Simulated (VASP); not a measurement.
Energy against volume of MgF₂ (rutile). Computed with AM05 GGA, VASP's PBE PAW potentials (set 64) (plane waves; VASP). Settings: 520 eV cut-off, 5×5×7 Γ-centred mesh, Gaussian smearing of 0.050 eV, potentials Mg F.

Shape and ions are relaxed at each volume.

```csv
V (Å³/atom),E (eV/atom)
10.707,-5.28063
11.038,-5.28476
11.369,-5.28295
11.700,-5.27604
```

**Question.** Fit these four points and predict the energy of the run at 10.376 Å³/atom.

**Answer.** A cubic in V^(−2/3), the third-order Birch-Murnaghan form, passes through the four points with V0 = 11.10 Å³/atom and B0 = 94 GPa, and gives -5.2696 eV/atom there. The run gave -5.2694 eV/atom, +0.1 meV/atom from the fit; all five points give B0 = 94 GPa.

The compound is MgF2 in the rutile structure. It was relaxed first.
